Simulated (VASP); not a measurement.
Consider the following.

```xyz
3
Lattice="-1.5885 1.5885 3.8933 1.5885 -1.5885 3.8933 1.5885 1.5885 -3.8933" Properties=species:S:1:pos:R:3 pbc="T T T"
Si     0.0000     0.0000     5.1765
Si     0.0000     0.0000     2.6101
Mo     0.0000     0.0000     0.0000
```

Method: LDA (Ceperley-Alder, Perdew-Zunger), VASP's LDA PAW potentials (set 64) (plane waves; VASP). Numerical set-up: 520 eV cut-off, 13×13×13 Γ-centred mesh, first-order Methfessel-Paxton smearing of 0.10 eV, potentials Si Mo_sv.

What does the run give for the energy per atom (σ→0), band gap (on the k-mesh) with the smallest direct gap where there is one?

```json
{
  "band gap (on the k-mesh)": "none (metal, semimetal or under 0.01 eV)",
  "energy per atom (σ→0)": "-8.606 eV/atom"
}
```

The compound is MoSi2 in the MoSi2 type structure. It was relaxed first.
